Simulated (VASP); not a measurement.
Method: r2SCAN meta-GGA, VASP's PBE PAW potentials (set 64) (plane waves; VASP 6.6.1).

A VASP calculation is set up with these files.

INCAR:
```
# general
SYSTEM   =  ErSi
PREC     =  Accurate
ENCUT    =  400
LREAL    =  .FALSE.
LASPH    =  .TRUE.

# electronic loop
EDIFF    =  1E-7
NELM     =  100
ALGO     =  Normal
LMAXMIX  =  6
LMIXTAU  =  .TRUE.

# smearing
ISMEAR   =  -5

# functional
METAGGA  =  R2SCAN

# ions
ISIF     =  2

# output
LWAVE    =  .FALSE.
LCHARG   =  .FALSE.
LORBIT   =  11
NEDOS    =  601
```

File KPOINTS_OPT:
```
k-points along high-symmetry lines
5
Line-mode
Reciprocal
  0.000000   0.000000   0.000000 ! GAMMA
 -0.500000   0.500000   0.000000 ! Y

 -0.500000   0.500000   0.000000 ! Y
 -0.291047   0.708953   0.000000 ! C_0

  0.291047   0.291047   0.000000 ! SIGMA_0
  0.000000   0.000000   0.000000 ! GAMMA

  0.000000   0.000000   0.000000 ! GAMMA
  0.000000   0.000000   0.500000 ! Z

  0.000000   0.000000   0.500000 ! Z
  0.291047   0.291047   0.500000 ! A_0

 -0.291047   0.708953   0.500000 ! E_0
 -0.500000   0.500000   0.500000 ! T

 -0.500000   0.500000   0.500000 ! T
 -0.500000   0.500000   0.000000 ! Y

  0.000000   0.000000   0.000000 ! GAMMA
  0.000000   0.500000   0.000000 ! S

  0.000000   0.500000   0.000000 ! S
  0.000000   0.500000   0.500000 ! R

  0.000000   0.500000   0.500000 ! R
  0.000000   0.000000   0.500000 ! Z

  0.000000   0.000000   0.500000 ! Z
 -0.500000   0.500000   0.500000 ! T
```

KPOINTS:
```
Automatic mesh
0
Gamma
9 9 9
0 0 0
```

File POSCAR:
```
ErSi
5.6064180
  0.3759468908  -0.9266411870   0.0000000000
  0.3759468908   0.9266411870   0.0000000000
  0.0000000000   0.0000000000   0.6787169165
Er Si
2 2
Cart
  0.3759468908   0.6670770413   0.1696792291
  0.3759468908  -0.6670770413   0.5090376874
  0.3759468908   0.1429219700   0.1696792291
  0.3759468908  -0.1429219700   0.5090376874
```

POTCAR, in this order: Er_3 Si (PBE.64 set). Program: vasp_std.

What will the output report for the number of irreducible k-points (NKPTS), number of bands (NBANDS), largest plane-wave count, number of space-group operations, FFT grid (NGX, NGY, NGZ)?

```
Quantity                                       Value
--------------------------------------  ------------
number of irreducible k-points (NKPTS)           125
number of bands (NBANDS)                          17
largest plane-wave count                        1526
number of space-group operations                   8
FFT grid (NGX, NGY, NGZ)                40 × 40 × 28
```

The structure comes from a computed database's ErSi entry (Cmcm); how it stands against other phases isn't given here. It was relaxed first. The 4f electrons are frozen in the core of the lanthanide potential, so 4f levels, which can set the real gap, and their magnetism are missing.
